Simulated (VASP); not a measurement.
# Band gap of Selenium at several levels of theory, part 3 of 3

Aim: the gap of Selenium on one structure at many levels of theory. The starting structure is a measured crystal structure from the Crystallography Open Database. Cell and atoms stay as given. Meshes and data sets differ where the inputs say so.

VASP 6.6.1.

Results so far: LDA 0.911 eV; PBE 0.997 eV; r2SCAN 1.259 eV; TB-mBJ 1.463 eV; LDA + spin-orbit coupling 0.893 eV; r2SCAN + spin-orbit coupling 1.242 eV; TB-mBJ + spin-orbit coupling 1.446 eV; HSE06 1.783 eV.

## (10) Bands with PBE0

Level of this step: PBE0; plane waves and PAW (Se) (VASP).

PBE0 keeps a quarter of exact exchange at all ranges; it tends to overshoot small gaps. This run uses a 4×4×3 mesh. It starts from the orbitals of an earlier run, not shown.

The input, INCAR:

```
SYSTEM = Se
PREC = Accurate
ENCUT = 350
EDIFF = 1E-06
NELM = 100
ISMEAR = 0
SIGMA = 0.03
LREAL = .FALSE.
ALGO = Normal
LHFCALC = .TRUE.
AEXX = 0.25
GGA = PE
LASPH = .TRUE.
NBANDS = 15
PRECFOCK = Fast
HFRCUT = -1
LORBIT = 11
LWAVE = .FALSE.
LCHARG = .FALSE.
KPAR = 4
```

The input, POSCAR:

```
Se
1.0
    4.3662000000      0.0000000000      0.0000000000
   -2.1831000000      3.7812401180      0.0000000000
    0.0000000000      0.0000000000      4.9536000000
Se
3
Direct
    0.7746000000      0.7746000000      0.0000000000
    0.0000000000      0.2254000000      0.6666666667
    0.2254000000      0.0000000000      0.3333333333
```

The input, KPOINTS:

```
Automatic mesh
0
Gamma
4 4 3
0 0 0
```

The input, KPOINTS_OPT:

```
Line mode
10
Line-mode
Reciprocal
  0.00000000   0.00000000   0.00000000 GAMMA
  0.50000000   0.00000000   0.00000000 M

  0.50000000   0.00000000   0.00000000 M
  0.33333333   0.33333333   0.00000000 K

  0.33333333   0.33333333   0.00000000 K
  0.00000000   0.00000000   0.00000000 GAMMA

  0.00000000   0.00000000   0.00000000 GAMMA
  0.00000000   0.00000000   0.50000000 A

  0.00000000   0.00000000   0.50000000 A
  0.50000000   0.00000000   0.50000000 L

  0.50000000   0.00000000   0.50000000 L
  0.33333333   0.33333333   0.50000000 H

  0.33333333   0.33333333   0.50000000 H
  0.00000000   0.00000000   0.50000000 A

  0.50000000   0.00000000   0.50000000 L
  0.50000000   0.00000000   0.00000000 M

  0.33333333   0.33333333   0.00000000 K
  0.33333333   0.33333333   0.50000000 H
```

The projector-augmented-wave data sets are Se (PBE family, release 64).

Command:

```bash
mpirun -np 4 vasp_std
```

Numbers of over 12 decimals in the logs are rounded to 6 here.

What it wrote:

```text
[banner, memory and clock lines left out]
running    4 mpi-ranks, on    1 nodes
[...]
LDA part: xc-table for (Slater+PW92), standard interpolation
 found WAVECAR, reading the header
 POSCAR, INCAR and KPOINTS ok, starting setup
[...]
HFRCUT set to (new)   9.785969
 reading WAVECAR
 the WAVECAR file was read successfully
 initial charge from wavefunction
 entering main loop
       N       E                     dE             d eps       ncg     rms          rms(c)
DAV:   1    -0.147448807155E+02   -0.14745E+02   -0.11394E+00   270   0.720E+00    0.222E+00
DAV:   2    -0.147747770707E+02   -0.29896E-01   -0.58271E-02   354   0.131E+00    0.151E+00
DAV:   3    -0.147729797358E+02    0.17973E-02   -0.45174E-03   375   0.376E-01    0.882E-01
DAV:   4    -0.147718249901E+02    0.11547E-02   -0.96786E-04   375   0.209E-01    0.472E-01
[...]
DAV:  10    -0.147713126846E+02   -0.16817E-05   -0.13559E-06   289   0.856E-03    0.138E-02
DAV:  11    -0.147713138945E+02   -0.12099E-05   -0.64675E-07   282   0.622E-03    0.778E-03
DAV:  12    -0.147713146203E+02   -0.72580E-06   -0.24110E-07   240   0.383E-03
   1 F= -.14771315E+02 E0= -.14771315E+02  d E =-.412676E-15
 Start KPOINTS_OPT (optional k-point list driver)
k-point batch [1-9\90]
       N       E                     dE             ncg
DAV:   1     0.240308573812E+02   -0.15424E+04      270
DAV:   2    -0.735206769126E+03   -0.75924E+03      341
DAV:   3    -0.820900826737E+03   -0.85694E+02      305
DAV:   4    -0.822667843921E+03   -0.17670E+01      333
DAV:   5    -0.822682488352E+03   -0.14644E-01      333
DAV:   6    -0.822682626100E+03   -0.13775E-03      326
DAV:   7    -0.822682627679E+03   -0.15795E-05      273
DAV:   8    -0.822682627729E+03   -0.49201E-07      254
[...]
k-point batch [82-90\90]
       N       E                     dE             ncg
DAV:   1    -0.672678088052E+02   -0.43196E+04      270
DAV:   2    -0.776329351496E+03   -0.70906E+03      354
DAV:   3    -0.846096140805E+03   -0.69767E+02      298
DAV:   4    -0.847104704214E+03   -0.10086E+01      340
DAV:   5    -0.847112538636E+03   -0.78344E-02      347
DAV:   6    -0.847112601725E+03   -0.63089E-04      333
DAV:   7    -0.847112602403E+03   -0.67845E-06      254
```

It took 2.3 min on 4 MPI ranks of AMD EPYC 9R45, shared host; peak memory 0.64 GiB.

Parts of OUTCAR (step 10):

```text
 POSITION                                       TOTAL-FORCE (eV/Angst)
 -----------------------------------------------------------------------------------
      1.69103      2.92895      0.00000         0.123235      0.213450     -0.000000
     -0.49207      0.85229      3.30240         0.123235     -0.213450      0.000000
      0.98414      0.00000      1.65120        -0.246471     -0.000000      0.000000
 -----------------------------------------------------------------------------------
    total drift:                               -0.000000     -0.000001      0.000000

  FREE ENERGIE OF THE ION-ELECTRON SYSTEM (eV)
  ---------------------------------------------------
  free  energy   TOTEN  =       -14.7713146203 eV

  energy  without entropy=      -14.7713146203  energy(sigma->0) =      -14.77131462

[... 2 parts as in an earlier step ...]

[... 1 further part left out ...]
[key lines of the parts left out:]
E-fermi :   1.6246
```

PBE0 gives a least gap of 2.315 eV, and a least direct gap of 2.584 eV. The least gap is +1.405 eV from that of LDA, on another mesh, which alone can move a gap by some hundredths of an eV.

## (11) All runs side by side

```csv
level,gap (eV),least direct gap (eV),mesh,core minutes
LDA,0.911,1.093,6×6×4,0.4
PBE,0.997,1.186,6×6×4,0.427
r2SCAN,1.259,1.463,6×6×4,1.73
TB-mBJ,1.463,1.671,6×6×4,0.88
LDA + spin-orbit coupling,0.893,1.003,6×6×4,1.53
r2SCAN + spin-orbit coupling,1.242,1.387,6×6×4,9.07
TB-mBJ + spin-orbit coupling,1.446,1.603,6×6×4,4.33
HSE06,1.783,2.014,4×4×3,9.73
PBE0,2.315,2.584,4×4×3,9.2
```

Core minutes are wall time times ranks of the run shown, on a shared host.

## (12) What came out

```
gap, LDA                          : 0.911 eV
gap, PBE                          : 0.997 eV
gap, r2SCAN                       : 1.259 eV
gap, TB-mBJ                       : 1.463 eV
gap, LDA + spin-orbit coupling    : 0.893 eV
gap, r2SCAN + spin-orbit coupling : 1.242 eV
gap, TB-mBJ + spin-orbit coupling : 1.446 eV
gap, HSE06                        : 1.783 eV
gap, PBE0                         : 2.315 eV
```

In words: Without spin-orbit coupling the gap of Selenium runs from 0.911 eV (LDA) to 2.315 eV (PBE0). HSE06 gives +0.79 eV from PBE, on another mesh, which alone can move a gap by some hundredths of an eV. TB-mBJ lies -0.32 eV from HSE06, on another mesh, which alone can move a gap by some hundredths of an eV. Spin-orbit coupling changes the LDA gap by -0.017 eV (LASPH differs too). Spin-orbit coupling changes the r2SCAN gap by -0.016 eV. Spin-orbit coupling changes the TB-mBJ gap by -0.017 eV. LASPH is on in some of these runs and off in others, which adds a little to the differences. These are gaps between Kohn-Sham or generalised Kohn-Sham levels of a static lattice, without excitons or temperature. Further runs on this material are not shown.

[Lines on the potential files, build, host, timing and source positions are cut from VASP's logs without a mark.]

[Logs are printed without paths, hosts, clocks, repeated set-up lines and the standing remarks that a program may print on its own settings, such as how far it seeks lower states.]

[Hosts, paths, dates, database ids (printed as entryN), source tags and the programs' standing remarks are cut or masked in the printed files.]
